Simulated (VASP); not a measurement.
Input:

```
CELL_PARAMETERS angstrom
      0.00000     2.69599     2.69599
      2.69599     0.00000     2.69599
      2.69599     2.69599     0.00000
ATOMIC_POSITIONS crystal
  Si 0.25000 0.25000 0.25000
  Si 0.75000 0.75000 0.75000
  Ni 0.00000 0.00000 0.00000
```

All values below come from PBEsol GGA, VASP's PBE PAW potentials (set 64) (plane waves; VASP). Numerical set-up: 500 eV cut-off, 10×10×10 Γ-centred mesh, first-order Methfessel-Paxton smearing of 0.10 eV, potentials Si Ni.

Problem. What does the run give for the energy per atom (σ→0), band gap (on the k-mesh) with the smallest direct gap where there is one?

Solution. 
The band gap (on the k-mesh) is none (metal, semimetal or under 0.01 eV) and the energy per atom (σ→0) comes out as -6327 meV/atom.

Total energies compare only between runs with the same potentials, cut-off and functional.

The compound is NiSi2 in the fluorite structure. It was relaxed first. The run is not spin-polarised, so no magnetic state was tried.
